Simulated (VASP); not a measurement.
Runs of VASP 6.6.1 on Mg6SiSb. The structure is orthorhombic, space group Amm2 (No. 38). Conventional cell: a = 5.147 Å, b = 5.972 Å, c = 11.536 Å, α = 90.00°, β = 90.00°, γ = 90.00°. Sb (site symmetry mm2) is surrounded by 10 Mg at 3.00 to 3.34 Å. Si (site symmetry mm2) has 8 Mg at 2.80 to 3.04 Å as nearest neighbours. Around Mg (site symmetry mm2) lie 2 Sb at 3.00 Å and 10 Mg at 3.10 to 3.40 Å. Mg (site symmetry m) is surrounded by 7 Mg at 2.89 to 3.31 Å and 2 Si at 2.97 Å and 1 Sb at 3.15 Å. Around Mg (site symmetry mm2) lie 2 Si at 3.04 Å and 10 Mg at 3.13 to 3.32 Å. Mg (site symmetry m) is surrounded by 1 Si at 2.80 Å and 5 Mg at 2.96 to 3.18 Å and 2 Sb at 3.06 Å. The cell comes from a database or a generator and needn't be the stable form of this composition.

| task | level | potentials or basis | cell | smearing | atoms held fixed (from 0) | other keys | gap on the mesh (eV) | pressure (GPa) | largest force (eV/Å) |
| --- | --- | --- | --- | --- | --- | --- | --- | --- | --- |
| single point | PBEsol | VASP PAW PBE potentials, release 64 (Sb, Si, Mg_pv) | as given | gaussian 0.02 eV | - | - | none | -0.9 | (a) |
| density of states | TB-mBJ | VASP PAW PBE potentials, release 64 (Sb, Si, Mg) | as given | tetrahedron | - | - | none | - | - |
| relaxation of the atoms | PBE+rVV10 | VASP PAW PBE potentials, release 64 (Sb, Si, Mg) | atoms relaxed from: atoms moved at random, drawn with an rms of 0.1 Å | gaussian 0.05 eV | [0] | - | none | -0.1 | - |
| optical spectrum | RPBE+D3(BJ) | VASP PAW PBE potentials, release 64 (Sb, Si, Mg) | atoms moved at random, drawn with an rms of 0.02 Å | gaussian 0.1 eV | - | - | none | -14.6 | 0.20 |
| electrostatic potential | SCAN+rVV10 | VASP PAW PBE potentials, release 64 (Sb, Si, Mg) | cell strained at random at fixed volume | methfessel-paxton 0.2 eV | - | NBANDS = 34 | none | -1.0 | 0.21 |

Alike in all rows: no spin polarisation; k mesh 5 × 5 × 5; cutoff (eV) 520.

**Question.** Estimate the missing entries.

**Answer.** (a) 0.03.

Caveats: the PAW data sets were made with another functional, which shifts forces and pressure a little (some runs); pairwise dispersion overbinds metals, which lowers pressure and volume (some runs); tetrahedron occupations give inexact forces and stress in metals (some runs); spectra need much finer meshes, so this one isn't converged (some runs); independent-particle spectra lack excitons (some runs); the intraband (Drude) part of a metal's response may be missing (some runs).

A k mesh can miss the band edges, and the runs leave out spin-orbit coupling on Sb.

A gap of «none» marks a metal or a gap under the smearing width.

The runs don't all hold the same shells in valence.
